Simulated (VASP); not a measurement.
Input:

```xyz
16
Lattice="3.8583 0.0000 0.0000 -1.9291 3.3414 0.0000 0.0000 0.0000 25.2170" Properties=species:S:1:pos:R:3 pbc="T T T"
Zn     0.0000     2.2276    18.9105
Zn     1.9291     1.1138     6.3020
Zn     0.0000     2.2276     3.1468
Zn     1.9291     1.1138    15.7553
Zn     0.0000     0.0000     0.0010
Zn     0.0000     0.0000    12.6095
Zn     1.9291     1.1138    22.0730
Zn     0.0000     2.2276     9.4645
S      0.0000     0.0000    14.9716
S      0.0000     0.0000     2.3631
S      1.9291     1.1138    24.4351
S      0.0000     2.2276    11.8265
S      0.0000     2.2276     5.5099
S      1.9291     1.1138    18.1184
S      1.9291     1.1138     8.6729
S      0.0000     2.2276    21.2814
```

The numbers are results of PBEsol GGA, VASP's PBE PAW potentials (set 64) (plane waves; VASP), not measurements. Numerical set-up: LREAL = Auto, 300 eV cut-off, 5×5×1 Γ-centred mesh, Gaussian smearing of 0.010 eV, potentials Zn S.

At this cut-off the stress carries a Pulay error, which pulls relaxed volumes low.

Q: Give the stress tensor in GPa (positive for a compressed cell).

A: 
```
-3.83   0.00   0.00
 0.00  -3.83   0.00
 0.00   0.00  -3.98
```
The pressure is its mean diagonal, -3.88 GPa.

The structure comes from a computed database's ZnS entry; how it stands against other phases isn't given here. The cell was not relaxed at this level.
